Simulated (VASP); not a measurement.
# BP (F-43m) in VASP: further runs

One crystal, BP, is run at these levels: PBE, LDA, r2SCAN, HSE06; tasks: dielectric tensor, band structure.

Program: VASP 6.6.1. These are calculated values, not measurements. Logs are shortened: lines on timing, memory, paths and dates and some standing lists are left out, and cuts for length are marked.

### Step 1. The crystal as given

The structure is cubic, space group F-43m (No. 216). Conventional cell: a = 4.546 Å, b = 4.546 Å, c = 4.546 Å, α = 90.00°, β = 90.00°, γ = 90.00°. Around B (site symmetry -43m) lie 4 P at 1.97 Å. Around P (site symmetry -43m) lie 4 B at 1.97 Å.

The cell is a database's computed one.

### Step 2. Dielectric tensor, PBE

Input file INCAR:

```
PREC     = Accurate       # precision mode
ENCUT    = 450            # plane-wave cutoff, eV
EDIFF    = 1E-8           # SCF threshold, eV
ISMEAR   = 0              # smearing method
SIGMA    = 0.02           # smearing width, eV
LREAL    = False          # projectors in reciprocal space
LASPH    = True           # aspherical terms in the spheres
NELM     = 120            # most SCF steps
ALGO     = Normal         # electronic algorithm
ISIF     = 2              # what is computed and relaxed
LWAVE    = False          # write WAVECAR
LCHARG   = False          # write CHGCAR
GGA      = PE             # functional
LEPSILON = True           # dielectric tensor by DFPT
IBRION   = 8              # ionic algorithm
KPAR     = 2
```

Input file KPOINTS:

```
Automatic mesh
0
Gamma
  13 13 13
```

Input file POSCAR:

```
BP                                      
1.0
    0.0000000000      2.2731283021      2.2731283021
    2.2731283021      0.0000000000      2.2731283021
    2.2731283021      2.2731283021      0.0000000000
  B               P             
     1     1
Direct
     0.0000000000000000    0.0000000000000000    0.0000000000000000
     0.7500000000000000    0.7500000000000000    0.7500000000000000
```

Potentials or basis: VASP PAW PBE potentials, release 64 (B, P).

Command:

```bash
> cat potpaw_PBE.64/B/POTCAR potpaw_PBE.64/P/POTCAR > POTCAR
> mpirun -np 2 vasp_std > vasp.out
```

OUTCAR:

```text
PREC = Accurate
   ENCUT = 450
   EDIFF = 1E-8
   ISMEAR = 0
   LREAL = False
   LASPH = True
   NELM = 120
   ISIF = 2
   GGA = PE
   LEPSILON = True
   IBRION = 8

 ion  position               nearest neighbor table
   1  0.000  0.000  0.000-   2 1.97   2 1.97   2 1.97   2 1.97
   2  0.750  0.750  0.750-   1 1.97   1 1.97   1 1.97   1 1.97

  LATTYP: Found a face centered cubic cell.
 ALAT       =     4.5462566042

  Lattice vectors:

 A1 = (   0.0000000000,   2.2731283021,   2.2731283021)
 A2 = (   2.2731283021,   0.0000000000,   2.2731283021)
 A3 = (   2.2731283021,   2.2731283021,   0.0000000000)

Analysis of symmetry for initial positions (statically):
=====================================================================
 Subroutine PRICEL returns:
 Original cell was already a primitive cell.

 Routine SETGRP: Setting up the symmetry group for a
 face centered cubic supercell.

 Subroutine GETGRP returns: Found 24 space group operations
 (whereof 24 operations were pure point group operations)
 out of a pool of 48 trial point group operations.

The static configuration has the point symmetry T_d .

Analysis of symmetry for dynamics (positions and initial velocities):
=====================================================================
 Subroutine PRICEL returns:
 Original cell was already a primitive cell.

 Routine SETGRP: Setting up the symmetry group for a
 face centered cubic supercell.

 Subroutine GETGRP returns: Found 24 space group operations
 (whereof 24 operations were pure point group operations)
 out of a pool of 48 trial point group operations.

The dynamic configuration has the point symmetry T_d .

 Subroutine INISYM returns: Found 24 space group operations
 (whereof 24 operations are pure point group operations),
 and found     1 'primitive' translations

----------------------------------------------------------------------------------------

                                     Primitive cell

[... 497 lines left out ...]
 ------------------------------------------------------
           9.202012    -0.000000     0.000000
           0.000000     9.202012     0.000000
          -0.000000    -0.000000     9.202012
 ------------------------------------------------------

 PIEZOELECTRIC TENSOR (including local field effects)  for field in x, y, z        (e  Angst)
          XX          YY          ZZ          XY          YZ          ZX
  --------------------------------------------------------------------------------
  x     0.00000     0.00000    -0.00000    -0.00000    -0.14747    -0.00000
  y    -0.00000     0.00000     0.00000     0.00000    -0.00000    -0.14747
  z     0.00000    -0.00000     0.00000    -0.14747     0.00000    -0.00000

 PIEZOELECTRIC TENSOR (including local field effects)  for field in x, y, z        (C/m^2)
          XX          YY          ZZ          XY          YZ          ZX
  --------------------------------------------------------------------------------
  x     0.00000     0.00000    -0.00000    -0.00000    -0.10058    -0.00000
  y    -0.00000     0.00000     0.00000     0.00000    -0.00000    -0.10058
  z     0.00000    -0.00000     0.00000    -0.10058     0.00000    -0.00000

 BORN EFFECTIVE CHARGES (including local field effects) (in |e|, cummulative output)
 ---------------------------------------------------------------------------------
 ion    1
    1    -0.47794    -0.00000    -0.00000
    2    -0.00000    -0.47794    -0.00000
    3     0.00000     0.00000    -0.47794
 ion    2
    1     0.47794     0.00000     0.00000
    2     0.00000     0.47794     0.00000
    3    -0.00000    -0.00000     0.47794

 INTERNAL STRAIN TENSOR FOR ION    2 for displacements in x,y,z  (eV/Angst):
          X           Y           Z          XY          YZ          ZX
  --------------------------------------------------------------------------------
  x     0.00000     0.00000     0.00000     0.00000     6.61157     0.00000
  y     0.00000     0.00000     0.00000     0.00000     0.00000     6.61157
  z     0.00000     0.00000     0.00000     6.61157     0.00000     0.00000

 SECOND DERIVATIVES (NOT SYMMETRIZED)
 ------------------------------------
               1X          1Y          1Z          2X          2Y          2Z
  1X   -18.837352    0.000000    0.000000   18.837352    0.000000    0.000000
  1Y     0.000000  -18.837352    0.000000    0.000000   18.837352    0.000000
  1Z     0.000000    0.000000  -18.837352    0.000000    0.000000   18.837352
  2X    18.833708    0.000000    0.000000  -18.833708    0.000000    0.000000
  2Y     0.000000   18.833708    0.000000    0.000000  -18.833708    0.000000
  2Z     0.000000    0.000000   18.833708    0.000000    0.000000  -18.833708

 Eigenvectors and eigenvalues of the dynamical matrix
 ----------------------------------------------------

   1 f  =   23.967813 THz   150.594210 2PiTHz  799.480182 cm-1    99.122865 meV
             X         Y         Z           dx          dy          dz
      0.000000  0.000000  0.000000     0.000000    0.860992    0.000000
      3.409692  3.409692  3.409692     0.000000   -0.508618    0.000000
[... 21 lines left out ...]
   6 f/i=    0.001015 THz     0.006380 2PiTHz    0.033869 cm-1     0.004199 meV
             X         Y         Z           dx          dy          dz
      0.000000  0.000000  0.000000     0.429222   -0.272875    0.000000
      3.409692  3.409692  3.409692     0.726590   -0.461926    0.000000

--------------------------------------------------------------------------------------------------------

 MACROSCOPIC STATIC DIELECTRIC TENSOR IONIC CONTRIBUTION
 ------------------------------------------------------
           0.093420     0.000000     0.000000
           0.000000     0.093420    -0.000000
           0.000000    -0.000000     0.093420
 ------------------------------------------------------

 ELASTIC MODULI CONTR FROM IONIC RELAXATION (kBar)
 Direction    XX          YY          ZZ          XY          YZ          ZX
 --------------------------------------------------------------------------------
 XX          -0.0000     -0.0000     -0.0000     -0.0000     -0.0000     -0.0000
 YY          -0.0000     -0.0000     -0.0000      0.0000     -0.0000     -0.0000
 ZZ          -0.0000     -0.0000     -0.0000     -0.0000     -0.0000     -0.0000
 XY          -0.0000      0.0000     -0.0000   -167.5216     -0.0000      0.0000
 YZ          -0.0000     -0.0000     -0.0000     -0.0000   -167.5216     -0.0000
 ZX          -0.0000     -0.0000     -0.0000      0.0000     -0.0000   -167.5216
 --------------------------------------------------------------------------------

 PIEZOELECTRIC TENSOR IONIC CONTR  for field in x, y, z        (C/m^2)
          XX          YY          ZZ          XY          YZ          ZX
  --------------------------------------------------------------------------------
  x     0.00000     0.00000     0.00000     0.00000     0.11771     0.00000
  y     0.00000     0.00000     0.00000    -0.00000     0.00000     0.11771
  z     0.00000    -0.00000     0.00000     0.11771     0.00000    -0.00000
```

stdout:

```text
POSCAR found type information on POSCAR B P
 POSCAR found :  2 types and       2 ions
 scaLAPACK will be used
 LDA part: xc-table for (Slater+PW92), standard interpolation
 POSCAR, INCAR and KPOINTS ok, starting setup
 FFT: planning ... GRIDC
 FFT: planning ... GRID_SOFT
 FFT: planning ... GRID
 WAVECAR not read
 entering main loop
[... 23 lines left out ...]
  Direction:   3
 dielectric tensor                  component  3 :     1.290     2.027     9.202
 Linear response DOF=           2
 Linear response progress:
 first order change of Fermi-energy   0.75619E-04
 force on displaced ion       1 direction 1 : -18.837  -0.000  -0.000
 Born effective charge ion    1 direction 1 :  -0.480   0.000   0.000
 Linear response progress:
 first order change of Fermi-energy   0.94156E-04
 force on displaced ion       2 direction 1 : -18.834  -0.000  -0.000
 Born effective charge ion    2 direction 1 :   0.479   0.000   0.000
 Born effective charges drift removed
 Linear response finished
```

Run time: 2.1 min. Hardware: 2 MPI ranks of AMD EPYC 9R45 (Zen 5), shared host; peak memory 0.22 GiB.

What came out:

| Item | Value |
| --- | --- |
| Band gap on the k mesh | 1.26 eV, indirect (least direct gap 3.39 eV) |
| Electronic dielectric tensor (diagonal) | 9.20 |
| Born charges (mean of the diagonal) | B -0.48; P +0.48 e |
| Highest phonon frequency at Γ, LO-TO splitting left out | 799 cm⁻¹ |

Levels at points of the mesh, in eV from the valence-band top:
| k point | band 1 | band 2 | band 3 | band 4 | band 5 | band 6 | band 7 | band 8 |
| --- | --- | --- | --- | --- | --- | --- | --- | --- |
| (0.00, 0.00, 0.00) | -15.41 | 0.00 | 0.00 | 0.00 | 3.39 | 3.39 | 3.39 | 7.29 |

Phonon frequencies in cm⁻¹ (negative: imaginary):
| q point | frequencies |
| --- | --- |
| (0.000, 0.000, 0.000) | 0 0 0 799 799 799 |

Electronic dielectric tensor:
```
9.20 0.00 0.00
0.00 9.20 0.00
0.00 0.00 9.20
```

Born effective charge tensors (e):
atom 1, B
```
-0.48  0.00  0.00
 0.00 -0.48  0.00
 0.00  0.00 -0.48
```
atom 2, P
```
0.48 0.00 0.00
0.00 0.48 0.00
0.00 0.00 0.48
```

Caveat: an odd mesh through Γ misses points on the zone boundary, where band edges often lie. PBE gaps usually lie below the measured ones, often by a third to a half.

### Step 3. Band structure, LDA

Input file INCAR:

```
SYSTEM = BP
PREC     = Accurate       ! precision mode
ENCUT    = 450            ! plane-wave cutoff, eV
EDIFF    = 1E-6           ! SCF threshold, eV
ISMEAR   = 0              ! smearing method
SIGMA    = 0.02           ! smearing width, eV
LREAL    = .False.        ! projectors in reciprocal space
LASPH    = .True.         ! aspherical terms in the spheres
NELM     = 120            ! most SCF steps
ALGO     = Normal         ! electronic algorithm
ISIF     = 2              ! what is computed and relaxed
LWAVE    = .False.        ! write WAVECAR
LCHARG   = .False.        ! write CHGCAR
GGA      = CA             ! functional
NBANDS   = 11             ! bands
KPAR     = 2
```

Input file KPOINTS:

```
Automatic mesh
0
Gamma
  14 14 14
  0 0 0
```

POSCAR is that of step 2.

Input file KPOINTS_OPT:

```
path GXWKGLUWLK,UX
10
line-mode
reciprocal
 0.0000000000  0.0000000000  0.0000000000  G
 0.5000000000  0.0000000000  0.5000000000  X

 0.5000000000  0.0000000000  0.5000000000  X
 0.5000000000  0.2500000000  0.7500000000  W

 0.5000000000  0.2500000000  0.7500000000  W
 0.3750000000  0.3750000000  0.7500000000  K

 0.3750000000  0.3750000000  0.7500000000  K
 0.0000000000  0.0000000000  0.0000000000  G

 0.0000000000  0.0000000000  0.0000000000  G
 0.5000000000  0.5000000000  0.5000000000  L

 0.5000000000  0.5000000000  0.5000000000  L
 0.6250000000  0.2500000000  0.6250000000  U

 0.6250000000  0.2500000000  0.6250000000  U
 0.5000000000  0.2500000000  0.7500000000  W

 0.5000000000  0.2500000000  0.7500000000  W
 0.5000000000  0.5000000000  0.5000000000  L

 0.5000000000  0.5000000000  0.5000000000  L
 0.3750000000  0.3750000000  0.7500000000  K

 0.6250000000  0.2500000000  0.6250000000  U
 0.5000000000  0.0000000000  0.5000000000  X
```

Potentials or basis: VASP PAW LDA potentials, release 64 (B, P).

Command:

```bash
> cat potpaw_LDA.64/B/POTCAR potpaw_LDA.64/P/POTCAR > POTCAR
> mpirun -np 2 vasp_std > vasp.out
```

Run time: 10 s. Hardware: 2 MPI ranks of AMD EPYC 9R45 (Zen 5), shared host; peak memory 0.11 GiB.

Results (log left out):

```yaml
Free_energy: -14.3823 eV
Pressure: -6.1 GPa
Band_gap_on_the_k_mesh: 1.20 eV, indirect (least direct gap 3.37 eV)
Band_gap_along_the_path: 1.20 eV, indirect (least direct gap 3.37 eV)
```

Levels at the corners of the path, in eV from the valence-band top:
| point | band 1 | band 2 | band 3 | band 4 | band 5 | band 6 | band 7 | band 8 |
| --- | --- | --- | --- | --- | --- | --- | --- | --- |
| Γ | -15.34 | 0.00 | 0.00 | 0.00 | 3.37 | 3.37 | 3.37 | 7.29 |
| X | -10.54 | -8.46 | -4.09 | -4.09 | 1.31 | 1.56 | 11.95 | 11.95 |
| X | -10.54 | -8.46 | -4.09 | -4.09 | 1.31 | 1.56 | 11.95 | 11.95 |
| W | -10.26 | -7.91 | -5.66 | -5.46 | 5.25 | 6.65 | 7.14 | 7.43 |
| W | -10.26 | -7.91 | -5.66 | -5.46 | 5.25 | 6.65 | 7.14 | 7.43 |
| K | -10.53 | -8.04 | -6.21 | -3.48 | 2.09 | 5.91 | 9.62 | 10.51 |
| K | -10.53 | -8.04 | -6.21 | -3.48 | 2.09 | 5.91 | 9.62 | 10.51 |
| Γ | -15.34 | 0.00 | 0.00 | 0.00 | 3.37 | 3.37 | 3.37 | 7.29 |
| Γ | -15.34 | 0.00 | 0.00 | 0.00 | 3.37 | 3.37 | 3.37 | 7.29 |
| L | -12.03 | -8.97 | -1.74 | -1.74 | 3.75 | 4.67 | 4.67 | 9.90 |
| L | -12.03 | -8.97 | -1.74 | -1.74 | 3.75 | 4.67 | 4.67 | 9.90 |
| U | -10.53 | -8.04 | -6.21 | -3.48 | 2.09 | 5.91 | 9.62 | 10.51 |
| U | -10.53 | -8.04 | -6.21 | -3.48 | 2.09 | 5.91 | 9.62 | 10.51 |
| W | -10.26 | -7.91 | -5.66 | -5.46 | 5.25 | 6.65 | 7.14 | 7.43 |
| W | -10.26 | -7.91 | -5.66 | -5.46 | 5.25 | 6.65 | 7.14 | 7.43 |
| L | -12.03 | -8.97 | -1.74 | -1.74 | 3.75 | 4.67 | 4.67 | 9.90 |
| L | -12.03 | -8.97 | -1.74 | -1.74 | 3.75 | 4.67 | 4.67 | 9.90 |
| K | -10.53 | -8.04 | -6.21 | -3.48 | 2.09 | 5.91 | 9.62 | 10.51 |
| U | -10.53 | -8.04 | -6.21 | -3.48 | 2.09 | 5.91 | 9.62 | 10.51 |
| X | -10.54 | -8.46 | -4.09 | -4.09 | 1.31 | 1.56 | 11.95 | 11.95 |

[end of part 1 of 2]
